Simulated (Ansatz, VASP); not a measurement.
**SnTe: VASP beside Ansatz**

Aim: how closely do two programs agree when they are given the same cell, functional and k mesh?

Program: Ansatz 0.2.0. Level of theory: plane waves, with VASP 6.6.1 beside it; single point at PBE, band structure at PBE and band structure at PBE, spin-orbit coupling. Results are calculated unless marked as measured.

### 1. The structure

It takes space group Fm-3m (No. 225, cubic). The conventional cell has a = 6.313 Å, b = 6.313 Å, c = 6.313 Å, α = 90.00°, β = 90.00°, γ = 90.00°. Sn has 6 Te at 3.16 Å nearest. Te has 6 Sn at 3.16 Å nearest. Farther neighbours and most contacts between anions are not listed.

Coordinates:

```xyz
2
Lattice="0.0000 3.1565 3.1565 3.1565 0.0000 3.1565 3.1565 3.1565 0.0000" Properties=species:S:1:pos:R:3 pbc="T T T"
Sn    0.0000    0.0000    0.0000
Te    3.1565    3.1565    3.1565
```

### 2. VASP: single point, PBE

A single point gives forces, pressure and levels at one fixed geometry, so differences don't come from the geometry; what else differs is listed under the comparison.

Lines of VASP's logs that name or quote its potential files are left out, and so is its time.

INCAR reads:

```
SYSTEM = SnTe
PREC = Accurate
ENCUT = 400
EDIFF = 1E-06
NELM = 100
ISMEAR = -1
SIGMA = 0.05
LREAL = .FALSE.
ALGO = Normal
GGA = PE
NBANDS = 16
LORBIT = 11
LWAVE = .FALSE.
LCHARG = .TRUE.
ISIF = 2
LELF = .TRUE.
LVHAR = .TRUE.
```

POSCAR reads:

```
SnTe
1.0
    0.0000000000      3.1565000000      3.1565000000
    3.1565000000      0.0000000000      3.1565000000
    3.1565000000      3.1565000000      0.0000000000
Sn Te
1 1
Direct
    0.0000000000      0.0000000000      0.0000000000
    0.5000000000      0.5000000000      0.5000000000
```

KPOINTS reads:

```
Automatic mesh
0
Gamma
5 5 5
0 0 0
```

PAW data sets: Sn_d and Te (PBE family, release 64).

On the command line:

```console
> mpirun -np 2 vasp_std
```

Numbers of over 12 decimals in the logs are rounded to 6 here.

Log:

```text
[banner, memory and clock lines left out]
running    2 mpi-ranks, on    1 nodes
 distrk:  each k-point on    2 cores,    1 groups
 distr:  one band on    1 cores,    2 groups

 POSCAR found type information on POSCAR SnTe
 POSCAR found :  2 types and       2 ions
 LDA part: xc-table for (Slater+PW92), standard interpolation
 POSCAR, INCAR and KPOINTS ok, starting setup
 FFT: planning ... GRIDC
 FFT: planning ... GRID_SOFT
 FFT: planning ... GRID
 WAVECAR not read
 entering main loop
       N       E                     dE             d eps       ncg     rms          rms(c)
DAV:   1     0.112868155584E+03    0.11287E+03   -0.85652E+03   336   0.122E+03
DAV:   2     0.164677931566E+01   -0.11122E+03   -0.10799E+03   328   0.302E+02
DAV:   3    -0.736415310626E+01   -0.90109E+01   -0.89892E+01   408   0.834E+01
DAV:   4    -0.759539198770E+01   -0.23124E+00   -0.23117E+00   392   0.142E+01
DAV:   5    -0.760353563494E+01   -0.81436E-02   -0.81436E-02   448   0.235E+00    0.495E+00
DAV:   6    -0.755049255501E+01    0.53043E-01   -0.13091E-01   432   0.248E+00    0.312E+00
DAV:   7    -0.755165426053E+01   -0.11617E-02   -0.52894E-02   376   0.119E+00    0.777E-01
DAV:   8    -0.755165300045E+01    0.12601E-05   -0.75665E-03   408   0.705E-01    0.182E-01
DAV:   9    -0.755178966474E+01   -0.13666E-03   -0.59053E-04   432   0.234E-01    0.322E-02
DAV:  10    -0.755177931956E+01    0.10345E-04   -0.82474E-05   416   0.807E-02    0.181E-02
DAV:  11    -0.755178349552E+01   -0.41760E-05   -0.41245E-05   392   0.526E-02    0.293E-02
DAV:  12    -0.755178348894E+01    0.65825E-08   -0.26993E-06   352   0.120E-02
   1 F= -.75517835E+01 E0= -.75517637E+01  d E =-.396721E-04
```

From OUTCAR (step 2):

```text
ion  position               nearest neighbor table
   1  0.000  0.000  0.000-   2 3.16   2 3.16   2 3.16   2 3.16   2 3.16   2 3.16
   2  0.500  0.500  0.500-   1 3.16   1 3.16   1 3.16   1 3.16   1 3.16   1 3.16

  LATTYP: Found a face centered cubic cell.
 ALAT       =     6.3130000000

 Subroutine GETGRP returns: Found 48 space group operations
 (whereof 48 operations were pure point group operations)

The static configuration has the point symmetry O_h .

 Found     10 irreducible k-points:

   k-points           NKPTS =     10   k-points in BZ     NKDIM =     10   number of bands    NBANDS=     16

   dimension x,y,z NGX =    30 NGY =   30 NGZ =   30
   dimension x,y,z NGXF=    60 NGYF=   60 NGZF=   60

   ENCUT  =  400.0 eV  29.40 Ry    5.42 a.u.   7.28  7.28  7.28*2*pi/ulx,y,z

   NELECT =      20.0000    total number of electrons

 k-points in reciprocal lattice and weights: Automatic mesh
   0.00000000  0.00000000  0.00000000       0.008
   0.20000000  0.00000000  0.00000000       0.064
   0.40000000  0.00000000  0.00000000       0.064
   0.20000000  0.20000000  0.00000000       0.048
   0.40000000  0.20000000  0.00000000       0.192
  -0.40000000  0.20000000  0.00000000       0.192
  -0.20000000  0.20000000  0.00000000       0.096
   0.40000000  0.40000000  0.00000000       0.048
  -0.40000000  0.40000000  0.00000000       0.096
  -0.40000000  0.40000000  0.20000000       0.192

 average (electrostatic) potential at core
       1-100.6629       2 -87.8686

 E-fermi :   6.9889

 k-point     1 :       0.0000    0.0000    0.0000
  band No.  band energies     occupation
    ...
      6      -5.8810      2.00000
      7       2.1841      2.00000
      8       4.7545      2.00000
      9       4.7545      2.00000
     10       4.7545      2.00000
     11      10.2243      0.00000
     12      10.2243      0.00000
     13      10.2243      0.00000
     14      11.6461      0.00000
     15      11.6461      0.00000
    ...

 k-point     2 :       0.2000    0.0000    0.0000
  band No.  band energies     occupation
    ...
      6      -5.5547      2.00000
      7       0.7396      2.00000
      8       4.8188      2.00000
      9       4.8188      2.00000
     10       5.6769      2.00000
     11       8.8857      0.00000
     12       8.8857      0.00000
     13       8.9391      0.00000
     14      11.7482      0.00000
     15      12.4339      0.00000
    ...

 k-point     3 :       0.4000    0.0000    0.0000
  band No.  band energies     occupation
    ...
      6      -4.8024      2.00000
      7      -1.0872      2.00000
      8       5.0293      2.00000
      9       5.0293      2.00000
     10       6.5296      1.99980
     11       7.4609      0.00016
     12       7.4832      0.00010
     13       7.4832      0.00010
     14      13.5533      0.00000
     15      14.5472      0.00000
    ...

  Total        0.7416916      0.7416916      0.7416916      0.0000000     -0.0000000      0.0000000
  in kB       18.8923749     18.8923749     18.8923749      0.0000000     -0.0000000      0.0000000
  external PRESSURE =      18.8923749 kB  Pullay stress =       0.0000000 kB

  energy-cutoff  :      400.00
  volume of cell :       62.90
      direct lattice vectors                 reciprocal lattice vectors
     0.000000000  3.156500000  3.156500000    -0.158403295  0.158403295  0.158403295
     3.156500000  0.000000000  3.156500000     0.158403295 -0.158403295  0.158403295
     3.156500000  3.156500000  0.000000000     0.158403295  0.158403295 -0.158403295

 POSITION                                       TOTAL-FORCE (eV/Angst)
 -----------------------------------------------------------------------------------
      0.00000      0.00000      0.00000        -0.000000      0.000000     -0.000000
      3.15650      3.15650      3.15650         0.000000     -0.000000      0.000000
 -----------------------------------------------------------------------------------
    total drift:                               -0.000000      0.000000      0.000000

  FREE ENERGIE OF THE ION-ELECTRON SYSTEM (eV)
  ---------------------------------------------------
  free  energy   TOTEN  =        -7.5517834889 eV

  energy  without entropy=       -7.5517438168  energy(sigma->0) =       -7.55176365

 total charge
# of ion       s       p       d       tot
------------------------------------------
    1        1.367   0.733   9.984  12.084
    2        1.388   1.962   0.029   3.379
--------------------------------------------------
tot          2.755   2.695  10.013  15.463

[... 3 further parts left out ...]
```

The run ends at a pressure of 1.89 GPa.

### 3. Ansatz: single point, PBE

Ansatz runs on its default PAW (the set named soft_2) files.

The same cell, functional, mesh and smearing now go to Ansatz, which takes its cutoff from its data sets.

input.yaml reads:

```yaml
crystal:
  lattice:
    - [0.0, 3.1565, 3.1565]
    - [3.1565, 0.0, 3.1565]
    - [3.1565, 3.1565, 0.0]
  atoms:
    - { symbol: Sn, position: [0.0, 0.0, 0.0] }
    - { symbol: Te, position: [0.5, 0.5, 0.5] }
hamiltonian:
  xc: pbe
  pseudopotentials: { kind: paw }
kpoints:
  mp_grid: { grid: [5, 5, 5] }
scf:
  occupations: { method: fermi_dirac, width: 0.05 }
  n_extra_bands: 4
output:
  forces: true
  stress: true
  eigenvalues: true
  write_density: true
  write_potential: true
  elf: true
  volumetric_format: npy
```

On the command line:

```console
> ansatz run input.yaml --threads 2 --pin off --max-ram 4608MiB --backend cpu --events-out ev --progress --plain --runs-dir out
```

Log:

```text
scf.n_extra_bands = 4 over 15 filled bands (N_el = 30.0): the run solves 19 bands
Engine: ansatz 0.2.0, x86_64-unknown-linux-gnu
Pseudopotentials: kind: paw
Pseudopotential: Sn, paw, valence charge 14, recommended cutoff 420 eV (normal), Sn.paw.azcp
Pseudopotential: Te, paw, valence charge 16, recommended cutoff 420 eV (normal), Te.paw.azcp
Functional definition: PBE
  parameter kappa = 0.804
  parameter beta = 0.066725
  exchange = pbe_x(kappa = kappa, mu = beta*pi^2/3)
  correlation = pbe_c(beta = beta)
Crystal: 2 atoms, lattice volume = 62.900 Å³
Basis set: ecut = 420 eV, 1243 PW (Γ), exchange–correlation on 60×60×60 points (8 copies of the dense FFT grid, shifted against one another)
Bands: 19, of which v1, the nominal top of the filled ones, is band 15 counted from 1 (14 counted from 0)
Symmetry: 48 space group operations
Space group: Fm-3m (ITA 225), of the structure as read, at distance tolerance 4.0e-5 Å
k-points: 10 of 125
Non-local potential: Sn, projectors of the file, l = 0: 2, l = 1: 2, l = 2: 2, l = 3: 2
Non-local potential: Te, projectors of the file, l = 0: 2, l = 1: 2, l = 2: 2, l = 3: 2
PAW form: soft (Blöchl's): semilocal exchange-correlation on the pseudo side does not see the compensation charge
PAW one-centre angular grid: Sn, 590 points (default); XC on 64 Gauss nodes
PAW one-centre angular grid: Te, 590 points (default); XC on 64 Gauss nodes
Initial density: superposition of atomic densities (neutral atoms: chi_scale 0, normalization atom), corrected by the library's trained network
Initial wavefunctions: pseudopotential atomic-orbital guess
Functional: x = pbe(κ = 0.804, μ = 0.219515), c = pbe(β = 0.066725)
SCF iter   1: F=—  HF=-13004.734994 eV  |F-HF|=—  |Δ(HF+E_count)|=         —  Δρ=6.98e-4  dr2=2.99e-4  ethr=1.77e-3  ⟨swp⟩=6.1  Hψ=980  notcnv=0
preconditioner: auto → none  [insulator: Δε(μ)=0.923 eV  Ē_g=8.662 eV  σ=0.050 eV  W_gap=1.00  n_scr=14 (ndim 8)  ℏωp=14.8 eV  f_vac=0.009  D(μ)=0.00/eV (n_scr^D=0)  ε∞_Penn≈3.9]
SCF iter   2: F=—  HF=-13004.733394 eV  |F-HF|=—  |Δ(HF+E_count)|=   1.60e-3  Δρ=4.30e-4  dr2=1.24e-4  ethr=9.98e-7  ⟨swp⟩=2.8  Hψ=441  notcnv=0
SCF iter   3: F=—  HF=-13004.733435 eV  |F-HF|=—  |Δ(HF+E_count)|=   4.11e-5  Δρ=1.47e-4  dr2=1.13e-5  ethr=4.12e-7  ⟨swp⟩=2.0  Hψ=290  notcnv=0
SCF iter   4: F=—  HF=-13004.733450 eV  |F-HF|=—  |Δ(HF+E_count)|=   1.49e-5  Δρ=5.07e-5  dr2=1.62e-6  ethr=3.76e-8  ⟨swp⟩=2.0  Hψ=240  notcnv=0
SCF iter   5: F=—  HF=-13004.733450 eV  |F-HF|=—  |Δ(HF+E_count)|=   7.77e-7  Δρ=1.97e-5  dr2=2.43e-7  ethr=5.39e-9  ⟨swp⟩=2.0  Hψ=337  notcnv=0
SCF iter   6: F=-13004.733449 eV  HF=-13004.733449 eV  |F-HF|=1.62e-10  |Δ(HF+E_count)|=   1.70e-7  Δρ=8.47e-7  dr2=1.67e-10  ethr=3.33e-10  ⟨swp⟩=10.3  Hψ=1495  notcnv=0
SCF 1 converged in 6 iterations: F = -13004.733449 eV  dr2 = 1.67e-10
  greatest PAW one-centre occupation: 0.998 electrons in one spin orbital (limit 2), on the Te atom at site 1 (counted from 0), in its partial waves of l = 2
SCF converged after 6 iterations
Free energy (F): -13004.733449 eV
Harris-Foulkes:  -13004.733449 eV  (|F-HF|=1.62e-10)
Internal energy: -13004.733410 eV  (E = F + TS)
E sigma→0 (E₀):  -13004.733430 eV
Entropy (-TS):   -0.000039 eV (-0.020 meV/atom)
Fermi energy:    9.706664 eV
--- Per-component energies (eV) ---
  E_band       = -355.803875
  E_kinetic    = 365.988652
  E_local      = -2160.685508  (includes V_loc(G=0)·N_el)
  E_nonlocal   = -343.043506
  E_hartree    = 1356.540937
  E_xc         = -507.712894
  E_vxc        = -200.931917  (∫ρ·V_xc dr)
  E_paw        = -8795.566896  (= ΣΔE_a)
  E_vpaw       = -730.213603  (= ΣTr[D̂ρ^β])
  E_aug_tail   = -0.000173  (compensation charges beyond the density's cutoff)
  E_ewald      = -2920.254022
  E_smearing   = -0.000039  (= −TS)
  E_closure    = -0.000000  (closes the sum)
  Σ components = -13004.733449   (vs F -13004.733449, Δ=0.00e0)
--- Forces (eV/Å), atoms counted from 1 ---
  atom   1  Sn    -0.00000000     0.00000000    -0.00000000
  atom   2  Te     0.00000000     0.00000000    -0.00000000
  max |Σ_I F_I| component: 2.83e-29 eV/Å
--- Stress (GPa, compression-positive) ---
        1.973140       0.000000       0.000000
        0.000000       1.973140       0.000000
        0.000000       0.000000       1.973140
  P = ⅓ Tr σ = 1.9731 GPa (19.731 kbar)
--- Band table (eV; the first three rows and the last of 10) ---
  k-point 0: bands = [... 11 lower, 4.8984, 7.4709, 7.4709, 7.4709, 12.9422, 12.9422, 12.9422, 14.3861]
  k-point 1: bands = [... 11 lower, 3.4553, 7.5350, 7.5350, 8.3929, 11.6059, 11.6059, 11.6581, 14.4780]
  k-point 2: bands = [... 11 lower, 1.6303, 7.7450, 7.7450, 9.2467, 10.1791, 10.2027, 10.2027, 16.2791]
  k-point 9: bands = [... 11 lower, 2.1324, 5.2118, 5.2939, 8.3713, 10.7558, 13.5826, 13.9960, 15.0077]
```

It took 0.6 s on 2 threads of Intel Xeon Platinum 8375C at 2.90GHz (Ice Lake), shared host; peak memory 0.38 GiB.

The column dr2 measures how far the density is from self-consistency, as an energy; F and HF (Harris–Foulkes) agree once it is small.

The run ends at a pressure of 1.97 GPa.

### 4. Differences

Known differences besides the potentials themselves: the data sets hold 30 valence electrons in Ansatz (default PAW (the set named soft_2) files) and 20 in VASP; the cutoff is 420 eV in Ansatz and 400 eV in VASP; VASP leaves aspherical gradient terms in its spheres out (LASPH is not set), Ansatz keeps them. Total energies have different zeros and are not compared.

Both answers:

```
              quantity  Ansatz   VASP  difference
        pressure (GPa)    1.97   1.89       +0.08
gap on the k mesh (eV)   0.920  0.919      +0.001
```

A gap on the mesh is an upper bound, since the band edges may lie between its points. Ansatz's pressure holds a Pulay correction of 0.03 GPa; VASP's holds none.

### 5. VASP: band structure, PBE

Levels along a path test the potential and the projectors away from the mesh points.

INCAR reads:

```
SYSTEM = SnTe
PREC = Accurate
ENCUT = 400
EDIFF = 1E-06
NELM = 100
ISMEAR = -1
SIGMA = 0.05
LREAL = .FALSE.
ALGO = Normal
GGA = PE
NBANDS = 22
LORBIT = 11
LWAVE = .FALSE.
LCHARG = .FALSE.
KPAR = 2
```

POSCAR is that of step 2.

KPOINTS reads:

```
Automatic mesh
0
Gamma
6 6 6
0 0 0
```

KPOINTS_OPT reads:

```
Line mode
16
Line-mode
Reciprocal
  0.00000000   0.00000000   0.00000000 GAMMA
  0.50000000   0.00000000   0.50000000 X

  0.50000000   0.00000000   0.50000000 X
  0.50000000   0.25000000   0.75000000 W

  0.50000000   0.25000000   0.75000000 W
  0.37500000   0.37500000   0.75000000 K

  0.37500000   0.37500000   0.75000000 K
  0.00000000   0.00000000   0.00000000 GAMMA

  0.00000000   0.00000000   0.00000000 GAMMA
  0.50000000   0.50000000   0.50000000 L

  0.50000000   0.50000000   0.50000000 L
  0.62500000   0.25000000   0.62500000 U

  0.62500000   0.25000000   0.62500000 U
  0.50000000   0.25000000   0.75000000 W

  0.50000000   0.25000000   0.75000000 W
  0.50000000   0.50000000   0.50000000 L

  0.50000000   0.50000000   0.50000000 L
  0.37500000   0.37500000   0.75000000 K

  0.62500000   0.25000000   0.62500000 U
  0.50000000   0.00000000   0.50000000 X
```

On the command line:

```console
> mpirun -np 2 vasp_std
```

Log:

```text
[banner, memory and clock lines left out]
running    2 mpi-ranks, on    1 nodes
[...]
LDA part: xc-table for (Slater+PW92), standard interpolation
 POSCAR, INCAR and KPOINTS ok, starting setup
[...]
entering main loop
       N       E                     dE             d eps       ncg     rms          rms(c)
DAV:   1     0.139627163604E+03    0.13963E+03   -0.76107E+03   748   0.854E+02
DAV:   2     0.767346129640E+01   -0.13195E+03   -0.12556E+03   734   0.302E+02
DAV:   3    -0.713625008382E+01   -0.14810E+02   -0.14720E+02   870   0.778E+01
DAV:   4    -0.758576285200E+01   -0.44951E+00   -0.44933E+00   832   0.141E+01
[...]
DAV:  10    -0.754800203781E+01   -0.11149E-04   -0.10017E-04   842   0.679E-02    0.158E-02
DAV:  11    -0.754800400147E+01   -0.19637E-05   -0.22102E-05   948   0.327E-02    0.185E-02
DAV:  12    -0.754800378830E+01    0.21317E-06   -0.14472E-06   744   0.636E-03
   1 F= -.75480038E+01 E0= -.75468335E+01  d E =-.234049E-02
 Start KPOINTS_OPT (optional k-point list driver)
k-point batch [1-16\160]
       N       E                     dE             ncg
DAV:   1     0.143137375780E+03   -0.42610E+04      750
DAV:   2    -0.193546128417E+04   -0.20786E+04      772
DAV:   3    -0.215337529576E+04   -0.21791E+03      828
DAV:   4    -0.215985850161E+04   -0.64832E+01      860
DAV:   5    -0.216007350298E+04   -0.21500E+00     1000
DAV:   6    -0.216007842765E+04   -0.49247E-02      862
DAV:   7    -0.216007856958E+04   -0.14192E-03     1040
DAV:   8    -0.216007857421E+04   -0.46303E-05      716
DAV:   9    -0.216007857458E+04   -0.37310E-06      610
[...]
k-point batch [145-160\160]
       N       E                     dE             ncg
DAV:   1    -0.462682566291E+02   -0.94256E+04      764
DAV:   2    -0.204958553447E+04   -0.20033E+04      762
DAV:   3    -0.226457767172E+04   -0.21499E+03      850
DAV:   4    -0.227069716087E+04   -0.61195E+01      930
DAV:   5    -0.227090960096E+04   -0.21244E+00      868
DAV:   6    -0.227091492804E+04   -0.53271E-02      978
DAV:   7    -0.227091505902E+04   -0.13098E-03      956
DAV:   8    -0.227091506223E+04   -0.32042E-05      764
DAV:   9    -0.227091506246E+04   -0.23480E-06      592
```

OUTCAR, selected parts (step 5):

```text
  Total        0.7814520      0.7814520      0.7814520     -0.0000000      0.0000000     -0.0000000
  in kB       19.9051519     19.9051519     19.9051519     -0.0000000      0.0000000     -0.0000000
  external PRESSURE =      19.9051519 kB  Pullay stress =       0.0000000 kB

  FREE ENERGIE OF THE ION-ELECTRON SYSTEM (eV)
  ---------------------------------------------------
  free  energy   TOTEN  =        -7.5480037883 eV

  energy  without entropy=       -7.5456633028  energy(sigma->0) =       -7.54683355

[... 2 parts as in an earlier step ...]

[... 2 further parts left out ...]
[key lines of the parts left out:]
E-fermi :   6.9415
```

Beside the point of the least direct gap the conduction band falls away, a mark of inverted bands. Without spin-orbit coupling such bands can cross within one step of the path, so this gap is not established and may be zero.

### 6. Ansatz: band structure, PBE

The same cell, functional, mesh and smearing now go to Ansatz, which takes its cutoff from its data sets.

input.yaml reads:

```yaml
crystal:
  lattice:
    - [0.0, 3.1565, 3.1565]
    - [3.1565, 0.0, 3.1565]
    - [3.1565, 3.1565, 0.0]
  atoms:
    - { symbol: Sn, position: [0.0, 0.0, 0.0] }
    - { symbol: Te, position: [0.5, 0.5, 0.5] }
hamiltonian:
  xc: pbe
  pseudopotentials: { kind: paw }
kpoints:
  mp_grid: { grid: [6, 6, 6] }
  band_path:
    path:
      - [0.0, 0.0, 0.0]
      - [0.16667, 0.0, 0.16667]
      - [0.33333, 0.0, 0.33333]
      - [0.5, 0.0, 0.5]
      - [0.5, 0.08333, 0.58333]
      - [0.5, 0.18333, 0.68333]
      - [0.5, 0.25, 0.75]
      - [0.45, 0.3, 0.75]
      - [0.40833, 0.34167, 0.75]
      - [0.35, 0.35, 0.7]
      - [0.225, 0.225, 0.45]
      - [0.075, 0.075, 0.15]
      - [0.03333, 0.03333, 0.03333]
      - [0.23333, 0.23333, 0.23333]
      - [0.4, 0.4, 0.4]
      - [0.5, 0.5, 0.5]
      - [0.50833, 0.48333, 0.50833]
      - [0.51667, 0.46667, 0.51667]
      - [0.55833, 0.38333, 0.55833]
      - [0.60833, 0.28333, 0.60833]
      - [0.60833, 0.25, 0.64167]
      - [0.55833, 0.25, 0.69167]
      - [0.51667, 0.25, 0.73333]
      - [0.5, 0.3, 0.7]
      - [0.5, 0.38333, 0.61667]
      - [0.5, 0.48333, 0.51667]
      - [0.475, 0.475, 0.55]
      - [0.425, 0.425, 0.65]
      - [0.38333, 0.38333, 0.73333]
      - [0.59167, 0.18333, 0.59167]
      - [0.55, 0.1, 0.55]
      - [0.5, 0.0, 0.5]
    npoints: 1
scf:
  occupations: { method: fermi_dirac, width: 0.05 }
  n_extra_bands: 7
output:
  forces: true
  stress: true
  eigenvalues: true
```

On the command line:

```console
> ansatz run input.yaml --threads 2 --pin off --max-ram 4608MiB --backend cpu --events-out ev --progress --plain --runs-dir out
```

Log:

```text
[...]
Crystal: 2 atoms, lattice volume = 62.900 Å³
Basis set: ecut = 420 eV, 1243 PW (Γ), exchange–correlation on 60×60×60 points (8 copies of the dense FFT grid, shifted against one another)
Bands: 22, of which v1, the nominal top of the filled ones, is band 15 counted from 1 (14 counted from 0)
Symmetry: 48 space group operations
[...]
k-points: 16 of 216
[...]
k-point 0: bands = [... 11 lower, 4.9011, 7.4745, 7.4745, 7.4745, 12.9435, 12.9435, 12.9435, 14.3877, ... 3 higher]
  k-point 1: bands = [... 11 lower, 3.7996, 7.5175, 7.5175, 8.2086, 11.9042, 11.9042, 11.9478, 14.3777, ... 3 higher]
  k-point 2: bands = [... 11 lower, 2.1404, 7.6717, 7.6717, 8.9996, 10.5629, 10.5629, 10.6108, 15.4830, ... 3 higher]
  k-point 15: bands = [... 11 lower, 2.4259, 4.4117, 5.2830, 7.7226, 11.7094, 13.0709, 14.9727, 15.1788, ... 3 higher]
[key lines of the parts left out:]
SCF converged after 6 iterations
Free energy (F): -13004.729702 eV
Fermi energy:    9.659423 eV
P = ⅓ Tr σ = 2.0253 GPa (20.253 kbar)
```

Elapsed: 1.1 s, on 2 threads; peak memory 0.39 GiB.

[end of part 1 of 2]

[Lines on the potential files, build, host, timing and source positions are cut from VASP's logs without a mark.]

[Logs are printed without paths, hosts, clocks, repeated set-up lines and the standing remarks that a program may print on its own settings, such as how far it seeks lower states.]

[Hosts, paths, dates, database ids (printed as entryN), source tags and the programs' standing remarks are cut or masked in the printed files.]
